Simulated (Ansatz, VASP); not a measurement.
NaMg2Si2 in VASP and in Ansatz

```
Na Mg Si
1.0
     2.75492   -5.27506    0.00000
     2.75492    5.27506    0.00000
     0.00000    0.00000    5.78456
Na Mg Si
1 2 2
Direct
  0.50000 0.50000 0.50000
  0.75058 0.24942 0.00000
  0.24942 0.75058 0.00000
  0.50000 0.50000 0.00000
  0.00000 0.00000 0.00000
```

Alike in both runs: task relaxation of cell and atoms; functional PBE; k mesh 8 × 8 × 8; occupations gaussian, width 0.1 eV; no spin polarisation.

|  | VASP | Ansatz |
| --- | --- | --- |
| version | VASP 6.6.1 | Ansatz 0.2.0 |
| potentials or method | VASP PAW PBE potentials, release 64 (Na_pv, Mg, Si) | scalar-relativistic, plane waves, PAW |
| plane-wave cutoff (eV) | 600 | 420 |
| valence electrons in the cell | 19 | 37 |

VASP gave:

* gap on the k mesh at the Fermi level, each at its own relaxed structure (eV): none
* relaxed volume (Å³/atom): 33.21
* relaxed cell length with the largest relative difference (Å): 5.782
* energy change over the relaxation (meV/atom): -1

What did Ansatz give for the same quantities?

gap on the k mesh at the Fermi level, each at its own relaxed structure (eV): none; relaxed volume (Å³/atom): 33.20; relaxed cell length with the largest relative difference (Å): 5.778; energy change over the relaxation (meV/atom): -1.

A gap of «none» marks a metal or a gap that the smearing closes. The two sets of potentials don't hold the same shells in valence.
